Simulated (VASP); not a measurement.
Wanted: the native input for a VASP 6.6.1 run.

* Task: single point
* Functional: PBE
* Potentials or basis: VASP PAW PBE potentials, release 64 (Na_pv, W_sv)
* Cutoff: 520 eV
* k mesh: 4 × 4 × 4
* Occupations: gaussian, width 0.1 eV
* Spin: no spin polarisation
* Dipole correction: no
* Further INCAR settings: ALGO = Normal; EDIFF = 1e-06; NBANDS = 42

The structure of Na7W lies in POSCAR:

```
Na7W
1.0
    0.0000000000      4.2152441400      4.2152441400
    4.2152441400      0.0000000000      4.2152441400
    4.2152441400      4.2152441400      0.0000000000
Na W
7 1
Direct
    0.5000000000      0.0000000000      0.0000000000
    0.0000000000      0.5000000000      0.5000000000
    0.0000000000      0.5000000000      0.0000000000
    0.5000000000      0.0000000000      0.5000000000
    0.0000000000      0.0000000000      0.5000000000
    0.5000000000      0.5000000000      0.0000000000
    0.5000000000      0.5000000000      0.5000000000
    0.0000000000      0.0000000000      0.0000000000
```

The cell was built by a generator and needn't be a form met in nature.

The cell isn't the ideal one: species swapped into the Zn7Tc type (Fm-3m, No. 225).

The input as run:

INCAR

```
PREC = Accurate
ENCUT = 520
EDIFF = 1E-6
ISMEAR = 0
SIGMA = 0.1
LREAL = F
LASPH = T
NELM = 100
ALGO = Normal
ISIF = 2
LWAVE = F
LCHARG = T
GGA = PE
LELF = T
LVHAR = T
NBANDS = 42
```

KPOINTS

```
Automatic mesh
0
Gamma
  4 4 4
```

Potentials or basis: VASP PAW PBE potentials, release 64 (Na_pv, W_sv).

Launch:

```sh
$ cat potpaw_PBE.64/Na_pv/POTCAR potpaw_PBE.64/W_sv/POTCAR > POTCAR
$ mpirun -np 1 vasp_std > vasp.out
```

It gave:

```json
{
  "Pressure": "15.0 GPa",
  "Band gap on the k mesh": "none (metal or under the smearing width)"
}
```

Caveat: so large a pressure means that the cell lies far from this level's equilibrium, or that cutoff or potentials fall short.

It took 35 s on 1 thread of Intel(R) Xeon(R) Platinum 8488C (Sapphire Rapids) (shared host), peak memory 0.32 GiB.
